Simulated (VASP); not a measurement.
Data:

```yaml
crystal:
  lattice:
    - [-4.79735, 4.79735, 2.47020]
    - [4.79735, -4.79735, 2.47020]
    - [4.79735, 4.79735, -2.47020]
  atoms:
    - { symbol: Si, position: [0.25000, 0.25000, 0.00000] }
    - { symbol: Si, position: [0.75000, 0.75000, 0.00000] }
    - { symbol: Si, position: [0.66814, 0.83186, 0.50000] }
    - { symbol: Si, position: [0.33186, 0.16814, 0.50000] }
    - { symbol: Si, position: [0.83186, 0.33186, 0.16372] }
    - { symbol: Si, position: [0.16814, 0.66814, 0.83628] }
    - { symbol: W, position: [0.27580, 0.42517, 0.70098] }
    - { symbol: W, position: [0.72420, 0.57483, 0.29902] }
    - { symbol: W, position: [0.42517, 0.72420, 0.14937] }
    - { symbol: W, position: [0.57483, 0.27580, 0.85063] }
    - { symbol: W, position: [0.22420, 0.92517, 0.14937] }
    - { symbol: W, position: [0.77580, 0.07483, 0.85063] }
    - { symbol: W, position: [0.07483, 0.22420, 0.29902] }
    - { symbol: W, position: [0.92517, 0.77580, 0.70098] }
    - { symbol: W, position: [0.25000, 0.75000, 0.50000] }
    - { symbol: W, position: [0.75000, 0.25000, 0.50000] }
```

These are PBEsol GGA, VASP's PBE PAW potentials (set 64) (plane waves; VASP) values and carry that method's errors. Settings: LREAL = Auto, 400 eV cut-off, 8×8×8 Γ-centred mesh, tetrahedra with Blöchl corrections, potentials Si W_sv.

The cores are frozen, which limits the accuracy of field gradients.

### Question
Give the principal components of the electric field gradient (V/Å²) and the asymmetry η at each nucleus.

### Answer

```json
[
 {"atom": "Si1", "Vxx": "-17.1", "Vyy": "-17.1", "Vzz": "34.2", "η": "0.00"},
 {"atom": "Si2", "Vxx": "-17.1", "Vyy": "-17.1", "Vzz": "34.2", "η": "0.00"},
 {"atom": "Si3", "Vxx": "-31.7", "Vyy": "-18.4", "Vzz": "50.1", "η": "0.27"},
 {"atom": "Si4", "Vxx": "-31.7", "Vyy": "-18.4", "Vzz": "50.1", "η": "0.27"},
 {"atom": "Si5", "Vxx": "-31.7", "Vyy": "-18.4", "Vzz": "50.1", "η": "0.27"},
 {"atom": "Si6", "Vxx": "-31.7", "Vyy": "-18.4", "Vzz": "50.1", "η": "0.27"},
 {"atom": "W7", "Vxx": "98.0", "Vyy": "13.8", "Vzz": "-111.8", "η": "0.75"},
 {"atom": "W8", "Vxx": "98.0", "Vyy": "13.8", "Vzz": "-111.8", "η": "0.75"},
 {"atom": "W9", "Vxx": "98.0", "Vyy": "13.8", "Vzz": "-111.8", "η": "0.75"},
 {"atom": "W10", "Vxx": "98.0", "Vyy": "13.8", "Vzz": "-111.8", "η": "0.75"},
 {"atom": "W11", "Vxx": "98.0", "Vyy": "13.8", "Vzz": "-111.8", "η": "0.75"},
 {"atom": "W12", "Vxx": "98.0", "Vyy": "13.8", "Vzz": "-111.8", "η": "0.75"},
 {"atom": "W13", "Vxx": "98.0", "Vyy": "13.8", "Vzz": "-111.8", "η": "0.75"},
 {"atom": "W14", "Vxx": "98.0", "Vyy": "13.8", "Vzz": "-111.8", "η": "0.75"},
 {"atom": "W15", "Vxx": "57.8", "Vyy": "57.8", "Vzz": "-115.5", "η": "0.00"},
 {"atom": "W16", "Vxx": "57.8", "Vyy": "57.8", "Vzz": "-115.5", "η": "0.00"}
]
```

The structure comes from a computed database's Si3W5 entry (I4/mcm); how it stands against other phases isn't given here. It was relaxed first.
